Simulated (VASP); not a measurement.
Level of theory: PBE GGA, VASP's PBE PAW potentials (set 64) (plane waves; VASP).

The input files of a VASP run:

File KPOINTS:
```
Automatic mesh
0
Gamma
6 6 6
0 0 0
```

File POSCAR:
```
AsP
1
    0.0000000000     2.7771410000     2.7771410000
    2.7771410000     0.0000000000     2.7771410000
    2.7771410000     2.7771410000     0.0000000000
P As
1 1
Direct
  0.2500000000   0.2500000000   0.2500000000
  0.0000000000   0.0000000000   0.0000000000
```

**INCAR**
```
ALGO = Normal
EDIFF = 1E-6
ENCUT = 400
GGA = PE
ISIF = 2
ISMEAR = 0
LASPH = T
LCHARG = F
LMAXMIX = 4
LREAL = F
LWAVE = F
NELM = 100
PREC = Accurate
SIGMA = 0.05
SYSTEM = AsP
```

POTCAR, in this order: P As (PBE.64 set). Program: vasp_std.

The resulting files:

**OSZICAR**
```
       N       E                     dE             d eps       ncg     rms          rms(c)
DAV:   1     0.206378046774E+02    0.20638E+02   -0.38941E+03   288   0.760E+02
DAV:   2    -0.817277205086E+01   -0.28811E+02   -0.28471E+02   445   0.117E+02
DAV:   3    -0.891823840947E+01   -0.74547E+00   -0.73515E+00   344   0.200E+01
DAV:   4    -0.892484212660E+01   -0.66037E-02   -0.65954E-02   399   0.205E+00
DAV:   5    -0.892487599688E+01   -0.33870E-04   -0.33862E-04   344   0.112E-01    0.643E+00
DAV:   6    -0.883792655239E+01    0.86949E-01   -0.21378E-01   299   0.219E+00    0.391E+00
DAV:   7    -0.881951727301E+01    0.18409E-01   -0.53138E-02   346   0.137E+00    0.103E+00
DAV:   8    -0.881836976938E+01    0.11475E-02   -0.56768E-03   366   0.413E-01    0.105E-01
DAV:   9    -0.881837913223E+01   -0.93628E-05   -0.46405E-04   314   0.164E-01    0.437E-02
DAV:  10    -0.881838035940E+01   -0.12272E-05   -0.41445E-05   351   0.426E-02    0.985E-03
DAV:  11    -0.881838279915E+01   -0.24398E-05   -0.93876E-06   331   0.182E-02    0.763E-03
DAV:  12    -0.881838309650E+01   -0.29735E-06   -0.17125E-06   215   0.926E-03
   1 F= -.88183831E+01 E0= -.88157469E+01  d E =-.527241E-02
```

### OUTCAR
```
------------------------ aborting loop because EDIFF is reached ----------------------------------------
  FORCE on cell =-STRESS in cart. coord.  units (eV):
  Direction    XX          YY          ZZ          XY          YZ          ZX
  --------------------------------------------------------------------------------------
  Total        3.0967380      3.0967380      3.0967380     -0.0000000     -0.0000000     -0.0000000
  in kB      115.8220539    115.8220539    115.8220539     -0.0000000     -0.0000000     -0.0000000
  external PRESSURE =     115.8220539 kB  Pullay stress =       0.0000000 kB
  volume of cell :       42.84
      direct lattice vectors                 reciprocal lattice vectors
     0.000000000  2.777141000  2.777141000    -0.180041273  0.180041273  0.180041273
     2.777141000  0.000000000  2.777141000     0.180041273 -0.180041273  0.180041273
     2.777141000  2.777141000  0.000000000     0.180041273  0.180041273 -0.180041273
 POSITION                                       TOTAL-FORCE (eV/Angst)
 -----------------------------------------------------------------------------------
      1.38857      1.38857      1.38857         0.000000     -0.000000      0.000000
      0.00000      0.00000      0.00000        -0.000000      0.000000     -0.000000
 -----------------------------------------------------------------------------------
    total drift:                               -0.000000     -0.000000     -0.000000
  FREE ENERGIE OF THE ION-ELECTRON SYSTEM (eV)
  ---------------------------------------------------
  free  energy   TOTEN  =        -8.8183830965 eV

  energy  without entropy=       -8.8131106822  energy(sigma->0) =       -8.81574689
```
(Selected blocks of OUTCAR.)

File OUTCAR:
```
 val. band max:        5.9483359789   @ k =  -0.3333   0.3333   0.1667

 cond. band min:       5.9941980960   @ k =  -0.3333   0.5000   0.1667


 Fermi energy:         5.9644767357

 k-point     1 :       0.0000    0.0000    0.0000
  band No.  band energies     occupation
      1      -9.6920      2.00000
      2       1.6828      2.00000
      3       2.7790      2.00000
      4       2.7790      2.00000
      5       2.7790      2.00000
      6       5.8692      1.99293
      7       5.8692      1.99293
      8       5.8692      1.99293
      9      11.1167      0.00000

 k-point     2 :       0.1667    0.0000    0.0000
  band No.  band energies     occupation
      1      -9.3814      2.00000
      2      -0.6319      2.00000
      3       2.3921      2.00000
      4       2.3921      2.00000
      5       3.6272      2.00000
      6       6.4418      0.00000
      7       6.4418      0.00000
      8       6.9658      0.00000
      9      12.2938      0.00000

 k-point     3 :       0.3333    0.0000    0.0000
  band No.  band energies     occupation
      1      -8.5425      2.00000
      2      -3.1945      2.00000
      3       1.8598      2.00000
      4       1.8598      2.00000
      5       3.2883      2.00000
      6       7.0829      0.00000
      7       7.0829      0.00000
      8       9.7196      0.00000
      9      12.7072      0.00000

 k-point     4 :       0.5000    0.0000    0.0000
  band No.  band energies     occupation
      1      -7.8569      2.00000
      2      -4.4876      2.00000
      3       1.6546      2.00000
      4       1.6546      2.00000
      5       3.0804      2.00000
      6       7.1846      0.00000
      7       7.1846      0.00000
      8      11.4027      0.00000
      9      13.5575      0.00000

 k-point     5 :       0.1667    0.1667    0.0000
  band No.  band energies     occupation
      1      -9.2735      2.00000
      2      -0.8365      2.00000
      3       1.8162      2.00000
...
```

The structure was generated: AsP was put into the zincblende type (F-43m), which need not be its known phase. The cell was not relaxed at this level. The k-mesh is coarse (spacing up to 0.33 per Å, 2π included), so the numbers may not be converged in it.
